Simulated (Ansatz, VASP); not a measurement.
# Cross-check of CO2 between VASP and Ansatz, part 2 of 2

Wanted: the spread between two codes on one cell, functional and k mesh. The cell is taken from a series of runs on this material, whose earlier steps may have relaxed, scaled, displaced or heated it; both programs get it as it stands.

VASP 6.6.1 and Ansatz 0.2.0.

So far: The structure; Ansatz: zone-centre phonons, PBEsol with D3(BJ).

**3. VASP: zone-centre phonons, PBEsol with D3(BJ)**

Level of this step: PBEsol with D3(BJ); plane waves and PAW (C, O) (VASP).

The same cell, functional and mesh now go to VASP, with its own data sets.

Lines of VASP's logs that name or quote its potential files are left out, and so is its time.

Contents of INCAR:

```
SYSTEM = CO2
PREC = Accurate
ENCUT = 600
EDIFF = 1E-08
NELM = 120
ISMEAR = 0
SIGMA = 0.01
LREAL = .FALSE.
ALGO = Normal
GGA = PS
IVDW = 12
NBANDS = 22
LORBIT = 11
LWAVE = .FALSE.
LCHARG = .FALSE.
ISIF = 2
IBRION = 6
NFREE = 2
POTIM = 0.015
NSW = 1
LASPH = .TRUE.
GGA_COMPAT = .FALSE.
EFERMI = MIDGAP
KPAR = 2
```

Contents of POSCAR:

```
CO2
1.0
   -1.9631678784      1.9631678784      2.9694905765
    1.9631678784     -1.9631678784      2.9694905765
    1.9631678784      1.9631678784     -2.9694905765
C O
2 4
Direct
    0.7500000000      0.2500000000      0.5000000000
    0.0000000000      0.0000000000      0.0000000000
    0.7085690882      0.1250000000      0.0835690882
    0.0414309118      0.6250000000      0.9164309118
    0.3750000000      0.2914309118      0.4164309118
    0.8750000000      0.9585690882      0.5835690882
```

Contents of KPOINTS:

```
Automatic mesh
0
Gamma
8 8 8
0 0 0
```

Potentials, in the order of the species: C and O (PBE family, release 64).

Command:

```bash
mpirun -np 2 vasp_std
```

Numbers of over 12 decimals in the logs are rounded to 6 here.

Log:

```text
[banner, memory and clock lines left out]
running    2 mpi-ranks, on    1 nodes
 distrk:  each k-point on    1 cores,    2 groups
 distr:  one band on    1 cores,    1 groups

 POSCAR found type information on POSCAR C O
 POSCAR found :  2 types and       6 ions
|                                                                             |
|               ----> ADVICE to this user running VASP <----                  |
|                                                                             |
|     You enforced a specific xc type in the INCAR file but a different       |
|     [... a line on the potential file left out ...]
|     I HOPE YOU KNOW WHAT YOU ARE DOING!                                     |
|                                                                             |

 LDA part: xc-table for (Slater+PW92), standard interpolation
 POSCAR, INCAR and KPOINTS ok, starting setup
 FFT: planning ... GRIDC
 FFT: planning ... GRID_SOFT
 FFT: planning ... GRID
 WAVECAR not read
 entering main loop
       N       E                     dE             d eps       ncg     rms          rms(c)
DAV:   1     0.183596921227E+03    0.18360E+03   -0.20442E+04  2596   0.162E+03
DAV:   2    -0.405273926480E+02   -0.22412E+03   -0.21675E+03  3450   0.339E+02
DAV:   3    -0.488740234329E+02   -0.83466E+01   -0.83084E+01  3292   0.672E+01
DAV:   4    -0.489512231605E+02   -0.77200E-01   -0.77087E-01  3174   0.724E+00
DAV:   5    -0.489523930766E+02   -0.11699E-02   -0.11695E-02  3286   0.865E-01    0.125E+01
DAV:   6    -0.462161084263E+02    0.27363E+01   -0.78497E+00  3202   0.217E+01    0.521E+00
DAV:   7    -0.461594587675E+02    0.56650E-01   -0.62777E-01  3166   0.599E+00    0.283E+00
DAV:   8    -0.461318208154E+02    0.27638E-01   -0.73605E-02  3094   0.252E+00    0.472E-01
DAV:   9    -0.461292166183E+02    0.26042E-02   -0.17441E-02  3184   0.107E+00    0.180E-01
DAV:  10    -0.461291979952E+02    0.18623E-04   -0.16818E-03  3166   0.343E-01    0.598E-02
DAV:  11    -0.461291679828E+02    0.30012E-04   -0.19996E-04  3232   0.108E-01    0.185E-02
DAV:  12    -0.461291728977E+02   -0.49148E-05   -0.15865E-05  3106   0.322E-02    0.462E-03
DAV:  13    -0.461291729763E+02   -0.78678E-07   -0.26533E-06  3238   0.120E-02    0.282E-03
DAV:  14    -0.461291729850E+02   -0.86643E-08   -0.33809E-07  3196   0.516E-03    0.859E-04
DAV:  15    -0.461291730574E+02   -0.72442E-07   -0.39691E-08  3166   0.141E-03    0.184E-04
DAV:  16    -0.461291730660E+02   -0.85975E-08   -0.24628E-09  1886   0.382E-04
   1 F= -.46537211E+02 E0= -.46537211E+02  d E =0.000000E+00
[... from here on, the cycles between the ionic steps are left out ...]
   2 F= -.46533240E+02 E0= -.46533240E+02  d E =0.000000E+00
   3 F= -.46533240E+02 E0= -.46533240E+02  d E =0.000000E+00
   4 F= -.46533099E+02 E0= -.46533099E+02  d E =0.000000E+00
   5 F= -.46533099E+02 E0= -.46533099E+02  d E =0.000000E+00
   6 F= -.46533625E+02 E0= -.46533625E+02  d E =0.000000E+00
   7 F= -.46533625E+02 E0= -.46533625E+02  d E =0.000000E+00
   8 F= -.46532674E+02 E0= -.46532674E+02  d E =0.000000E+00
   9 F= -.46535521E+02 E0= -.46535521E+02  d E =0.000000E+00
  10 F= -.46534581E+02 E0= -.46534581E+02  d E =0.000000E+00
 Finite differences progress:
  Degree of freedom:   5/  5
  Displacement:        1/  2
  Total:               9/ 10
 bond charge predicted
       N       E                     dE             d eps       ncg     rms          rms(c)
DAV:   1    -0.461253748988E+02    0.11685E-02   -0.28770E+00 11554   0.125E+01    0.402E-01
DAV:   2    -0.461270902456E+02   -0.17153E-02   -0.35117E-02 14464   0.150E+00    0.228E-01
DAV:   3    -0.461265329484E+02    0.55730E-03   -0.17369E-03 13918   0.405E-01    0.528E-02
DAV:   4    -0.461265428228E+02   -0.98744E-05   -0.30211E-04 14248   0.135E-01    0.313E-02
DAV:   5    -0.461265441554E+02   -0.13325E-05   -0.11632E-05 14088   0.265E-02    0.925E-03
DAV:   6    -0.461265433161E+02    0.83923E-06   -0.18746E-06 14164   0.135E-02    0.221E-03
DAV:   7    -0.461265433417E+02   -0.25597E-07   -0.38510E-07 14428   0.493E-03    0.599E-04
DAV:   8    -0.461265433455E+02   -0.37917E-08   -0.20551E-08 10480   0.125E-03
  11 F= -.46534581E+02 E0= -.46534581E+02  d E =0.000000E+00
 Finite differences progress:
  Degree of freedom:   5/  5
  Displacement:        2/  2
  Total:              10/ 10
```

From OUTCAR (step 3):

```text
ion  position               nearest neighbor table
   1  0.750  0.250  0.500-   3 1.39   5 1.39   6 1.39   4 1.39
   2  0.000  0.000  0.000-   3 1.39   4 1.39   6 1.39   5 1.39
   3  0.709  0.125  0.084-   1 1.39   2 1.39
   4  0.041  0.625  0.916-   2 1.39   1 1.39
   5  0.375  0.291  0.416-   1 1.39   2 1.39
   6  0.875  0.959  0.584-   1 1.39   2 1.39

  LATTYP: Found a body centered tetragonal cell.
 ALAT       =     3.9263357568
 C/A-ratio  =     1.5126014485

 Subroutine GETGRP returns: Found  8 space group operations
 (whereof  4 operations were pure point group operations)

The static configuration has the point symmetry S_4 .
 The point group associated with its full space group is D_2d.

 Found     59 irreducible k-points:

   k-points           NKPTS =     59   k-points in BZ     NKDIM =     59   number of bands    NBANDS=     22

   dimension x,y,z NGX =    32 NGY =   32 NGZ =   32
   dimension x,y,z NGXF=    64 NGYF=   64 NGZF=   64

   ENCUT  =  600.0 eV  44.10 Ry    6.64 a.u.   8.12  8.12  8.12*2*pi/ulx,y,z

   NELECT =      32.0000    total number of electrons

 k-points in reciprocal lattice and weights: Automatic mesh
   0.00000000  0.00000000  0.00000000       0.002
   0.12500000  0.00000000 -0.00000000       0.016
   0.25000000  0.00000000 -0.00000000       0.016
   0.37500000  0.00000000 -0.00000000       0.016
   0.50000000  0.00000000 -0.00000000       0.008
   0.12500000  0.12500000 -0.00000000       0.016
   0.25000000  0.12500000  0.00000000       0.031
   0.37500000  0.12500000 -0.00000000       0.031
   0.50000000  0.12500000 -0.00000000       0.031
[...]
-0.37500000 -0.37500000  0.37500000       0.004
   0.50000000  0.50000000  0.50000000       0.002

 Edisp (eV)   -0.40804

 average (electrostatic) potential at core
       1 -55.0570       2 -55.0622       3 -72.3254       4 -72.3256       5 -72.3220
       6 -72.3289

 E-fermi :   6.1534

 k-point     1 :       0.0000    0.0000    0.0000
  band No.  band energies     occupation
    ...
     12       1.0909      2.00000
     13       1.0962      2.00000
     14       1.4357      2.00000
     15       1.4713      2.00000
     16       1.9067      2.00000
     17       9.9354      0.00000
     18      11.6806      0.00000
     19      11.7508      0.00000
     20      11.8085      0.00000
     21      14.6844      0.00000
    ...

 k-point     2 :       0.1250    0.0000   -0.0000
  band No.  band energies     occupation
    ...
     12       0.9006      2.00000
     13       1.1229      2.00000
     14       1.2799      2.00000
     15       1.4762      2.00000
[...]
-0.98158      1.30970      2.21212        -0.231539     -0.099316      0.350353
      2.94475      0.65346     -0.74237         0.007009      0.094192      0.017821
      0.65346      0.98158      0.74237         0.180910     -0.075383     -0.108315
      1.30970      0.98158      3.71186        -0.009366      0.076432     -0.107846
 -----------------------------------------------------------------------------------
    total drift:                                0.000023      0.000005      0.000073

  FREE ENERGIE OF THE ION-ELECTRON SYSTEM (eV)
  ---------------------------------------------------
  free  energy   TOTEN  =       -46.5345813772 eV

  energy  without entropy=      -46.5345813772  energy(sigma->0) =      -46.53458138

 Eigenvectors and eigenvalues of the dynamical matrix
 ----------------------------------------------------

   1 f  =   32.802178 THz   206.102164 2PiTHz 1094.162889 cm-1   135.658848 meV
             X         Y         Z           dx          dy          dz
      0.000000  1.963168  1.484745     0.000000   -0.000000   -0.705933
      0.000000  0.000000  0.000000     0.000000    0.000000    0.705933
     -0.981584  1.309704  2.227118    -0.000000   -0.028796   -0.000000
      2.944752  0.653464 -0.742373    -0.000000    0.028796    0.000000
      0.653464  0.981584  0.742373    -0.028796    0.000000   -0.000000
      1.309704  0.981584  3.711863     0.028796   -0.000000    0.000000

   2 f  =   32.490896 THz   204.146320 2PiTHz 1083.779629 cm-1   134.371488 meV
             X         Y         Z           dx          dy          dz
      0.000000  1.963168  1.484745     0.000000    0.000000   -0.000000
      0.000000  0.000000  0.000000    -0.000000   -0.000000    0.000000
     -0.981584  1.309704  2.227118    -0.378432   -0.000000    0.326786
      2.944752  0.653464 -0.742373     0.378432   -0.000000    0.326786
      0.653464  0.981584  0.742373     0.000000   -0.378432   -0.326786
      1.309704  0.981584  3.711863     0.000000    0.378432   -0.326786

   3 f  =   31.766013 THz   199.591746 2PiTHz 1059.600138 cm-1   131.373615 meV
             X         Y         Z           dx          dy          dz
      0.000000  1.963168  1.484745    -0.197871    0.616284   -0.000000
      0.000000  0.000000  0.000000    -0.469831   -0.445215    0.000000
     -0.981584  1.309704  2.227118     0.017318   -0.069655    0.042826
      2.944752  0.653464 -0.742373     0.017318   -0.069655   -0.042826
      0.653464  0.981584  0.742373     0.271874   -0.004437    0.010972
      1.309704  0.981584  3.711863     0.271874   -0.004437   -0.010972

   4 f  =   31.766013 THz   199.591746 2PiTHz 1059.600138 cm-1   131.373615 meV
             X         Y         Z           dx          dy          dz
      0.000000  1.963168  1.484745    -0.616284   -0.197871   -0.000000
      0.000000  0.000000  0.000000     0.445215   -0.469831    0.000000
     -0.981584  1.309704  2.227118     0.004437    0.271874    0.010972
      2.944752  0.653464 -0.742373     0.004437    0.271874   -0.010972
      0.653464  0.981584  0.742373     0.069655    0.017318   -0.042826
      1.309704  0.981584  3.711863     0.069655    0.017318    0.042826

   5 f  =   27.481079 THz   172.668710 2PiTHz  916.670115 cm-1   113.652558 meV
             X         Y         Z           dx          dy          dz
      0.000000  1.963168  1.484745    -0.000000    0.000000   -0.402918
      0.000000  0.000000  0.000000     0.000000    0.000000   -0.402918
     -0.981584  1.309704  2.227118    -0.371942    0.000000    0.174607
      2.944752  0.653464 -0.742373     0.371942    0.000000    0.174607
      0.653464  0.981584  0.742373     0.000000    0.371942    0.174607
      1.309704  0.981584  3.711863    -0.000000   -0.371942    0.174607

   6 f  =   26.980203 THz   169.521612 2PiTHz  899.962684 cm-1   111.581102 meV
             X         Y         Z           dx          dy          dz
      0.000000  1.963168  1.484745    -0.343589   -0.225991   -0.000000
      0.000000  0.000000  0.000000    -0.398028    0.103432   -0.000000
     -0.981584  1.309704  2.227118     0.425464   -0.017195   -0.360879
      2.944752  0.653464 -0.742373     0.425464   -0.017195    0.360879
      0.653464  0.981584  0.742373    -0.104046    0.070312    0.059638
      1.309704  0.981584  3.711863    -0.104046    0.070312   -0.059638

   7 f  =   26.980203 THz   169.521612 2PiTHz  899.962684 cm-1   111.581102 meV
             X         Y         Z           dx          dy          dz
      0.000000  1.963168  1.484745     0.225991   -0.343589   -0.000000
      0.000000  0.000000  0.000000    -0.103432   -0.398028   -0.000000
     -0.981584  1.309704  2.227118    -0.070312   -0.104046    0.059638
      2.944752  0.653464 -0.742373    -0.070312   -0.104046   -0.059638
      0.653464  0.981584  0.742373     0.017195    0.425464    0.360879
      1.309704  0.981584  3.711863     0.017195    0.425464   -0.360879

   8 f  =   25.294109 THz   158.927573 2PiTHz  843.720651 cm-1   104.607981 meV
             X         Y         Z           dx          dy          dz
      0.000000  1.963168  1.484745     0.460755   -0.235219   -0.000000
      0.000000  0.000000  0.000000    -0.354247   -0.377005   -0.000000
     -0.981584  1.309704  2.227118     0.021627    0.389474   -0.042044
      2.944752  0.653464 -0.742373     0.021627    0.389474    0.042044
      0.653464  0.981584  0.742373    -0.067757   -0.124313   -0.241673
      1.309704  0.981584  3.711863    -0.067757   -0.124313    0.241673

   9 f  =   25.294109 THz   158.927573 2PiTHz  843.720651 cm-1   104.607981 meV
             X         Y         Z           dx          dy          dz
      0.000000  1.963168  1.484745     0.235219    0.460755    0.000000
      0.000000  0.000000  0.000000     0.377005   -0.354247   -0.000000
     -0.981584  1.309704  2.227118     0.124313   -0.067757   -0.241673
      2.944752  0.653464 -0.742373     0.124313   -0.067757    0.241673
      0.653464  0.981584  0.742373    -0.389474    0.021627    0.042044
      1.309704  0.981584  3.711863    -0.389474    0.021627   -0.042044

  10 f  =   23.347044 THz   146.693803 2PiTHz  778.773556 cm-1    96.555572 meV
             X         Y         Z           dx          dy          dz
      0.000000  1.963168  1.484745    -0.000000    0.000000    0.040724
      0.000000  0.000000  0.000000     0.000000   -0.000000   -0.040724
     -0.981584  1.309704  2.227118    -0.000000   -0.499170    0.000000
      2.944752  0.653464 -0.742373    -0.000000    0.499170   -0.000000
      0.653464  0.981584  0.742373    -0.499170    0.000000    0.000000
      1.309704  0.981584  3.711863     0.499170   -0.000000   -0.000000

  11 f  =   20.369215 THz   127.983550 2PiTHz  679.443864 cm-1    84.240265 meV
             X         Y         Z           dx          dy          dz
      0.000000  1.963168  1.484745    -0.000000    0.000000   -0.448471
      0.000000  0.000000  0.000000     0.000000   -0.000000   -0.448471
     -0.981584  1.309704  2.227118     0.334154   -0.000000    0.194365
      2.944752  0.653464 -0.742373    -0.334154    0.000000    0.194365
      0.653464  0.981584  0.742373    -0.000000   -0.334154    0.194365
      1.309704  0.981584  3.711863    -0.000000    0.334154    0.194365

  12 f  =   19.049491 THz   119.691485 2PiTHz  635.422636 cm-1    78.782331 meV
             X         Y         Z           dx          dy          dz
      0.000000  1.963168  1.484745     0.000000   -0.000000    0.000000
      0.000000  0.000000  0.000000    -0.000000   -0.000000    0.000000
     -0.981584  1.309704  2.227118    -0.000000   -0.500000    0.000000
      2.944752  0.653464 -0.742373    -0.000000    0.500000   -0.000000
      0.653464  0.981584  0.742373     0.500000    0.000000   -0.000000
      1.309704  0.981584  3.711863    -0.500000   -0.000000   -0.000000

  13 f  =   15.863995 THz    99.676418 2PiTHz  529.165900 cm-1    65.608180 meV
             X         Y         Z           dx          dy          dz
      0.000000  1.963168  1.484745    -0.000000   -0.000000   -0.000000
      0.000000  0.000000  0.000000     0.000000   -0.000000   -0.000000
     -0.981584  1.309704  2.227118     0.326786   -0.000000    0.378432
      2.944752  0.653464 -0.742373    -0.326786   -0.000000    0.378432
      0.653464  0.981584  0.742373    -0.000000    0.326786   -0.378432
      1.309704  0.981584  3.711863     0.000000   -0.326786   -0.378432
    [... 42 further lines ...]
      2.944752  0.653464 -0.742373    -0.384020    0.184895   -0.000158
      0.653464  0.981584  0.742373    -0.384352    0.184736    0.000076
      1.309704  0.981584  3.711863    -0.384352    0.184736   -0.000076

 ELASTIC MODULI CONTR FROM IONIC RELAXATION (kBar)
 Direction    XX          YY          ZZ          XY          YZ          ZX
 --------------------------------------------------------------------------------
 XX       -2288.6090  -1230.3254   -943.0661      0.0000      0.0000     -0.0000
 YY       -1230.3254  -2288.6090   -943.0661      0.0000      0.0000      0.0000
 ZZ        -943.0661   -943.0661   -505.4790      0.0000      0.0000     -0.0000
 XY          -0.0000      0.0000     -0.0000  -1029.7280     -0.0000     -0.0000
 YZ           0.0000      0.0000      0.0000     -0.0000  -1240.9035      0.0000
 ZX          -0.0000      0.0000     -0.0000     -0.0000      0.0000  -1240.9031
 --------------------------------------------------------------------------------

 total charge
# of ion       s       p       d       tot
------------------------------------------
    1        0.788   1.578   0.000   2.366
    2        0.788   1.578   0.000   2.366
    3        1.559   3.622   0.000   5.181
    4        1.559   3.622   0.000   5.181
    5        1.559   3.622   0.000   5.181
    6        1.559   3.622   0.000   5.181
--------------------------------------------------
tot          7.812  17.644   0.000  25.455
```

The last energy, forces, stress and levels in OUTCAR belong to the last displaced cell, not to the cell of POSCAR.

Levels, forces or a CONTCAR printed for this step are those of its last displaced cell, not of the structure at rest.

**4. Differences**

Known differences besides the potentials themselves: fixed occupations in Ansatz, narrow Gaussian smearing in VASP; the cutoff is 420 eV in Ansatz and 600 eV in VASP; Ansatz makes its cores anew for this functional, VASP keeps those of its PBE data sets; Ansatz takes the dispersion share of the force constants at frozen C6 weights, VASP differentiates the full forces; VASP uses finite displacements, Ansatz perturbation theory. Total energies have different zeros and are not compared.

The two programs side by side:

```csv
quantity,Ansatz,VASP,difference
optical mode 1 to 2 (cm⁻¹),342.9,339.3,+1.06 %
optical mode 3 (cm⁻¹),531.7,529.2,+0.49 %
optical mode 4 (cm⁻¹),639.6,635.4,+0.65 %
optical mode 5 (cm⁻¹),682.5,679.4,+0.45 %
optical mode 6 (cm⁻¹),783.8,778.8,+0.65 %
optical mode 7 to 8 (cm⁻¹),845.7,843.7,+0.23 %
optical mode 9 to 10 (cm⁻¹),874.4,900.0,-2.84 %
optical mode 11 (cm⁻¹),894.0,916.7,-2.47 %
optical mode 12 to 13 (cm⁻¹),1056.1,1059.6,-0.33 %
optical mode 14 (cm⁻¹),1074.9,1083.8,-0.82 %
optical mode 15 (cm⁻¹),1088.9,1094.2,-0.48 %
```

Modes are paired by rising frequency, not by their patterns, so a pair may set unlike modes beside each other; they are those without the splitting of longitudinal modes.

**5. Results**

```json
{
  "r.m.s. difference of the optical zone-centre modes, each program's sorted by frequency (zone-centre phonons, PBEsol with D3(BJ))": "12 cm⁻¹",
  "difference in optical mode 9 to 10 (zone-centre phonons, PBEsol with D3(BJ))": "-2.8 %"
}
```

What this shows: The r.m.s. difference of the optical zone-centre modes, each program's sorted by frequency is 12 cm⁻¹ (zone-centre phonons, PBEsol with D3(BJ)). Among the rows given in per cent, the largest difference of the zone-centre phonons, PBEsol with D3(BJ) pair is in optical mode 9 to 10, -2.8 %. Such differences can come from data sets, numerical settings and the points named under the comparisons, not from the functional's error against experiment.

[Lines on the potential files, build, host, timing and source positions are cut from VASP's logs without a mark.]

[Logs are printed without paths, hosts, clocks, repeated set-up lines and the standing remarks that a program may print on its own settings, such as how far it seeks lower states.]

[Hosts, paths, dates, database ids (printed as entryN), source tags and the programs' standing remarks are cut or masked in the printed files.]
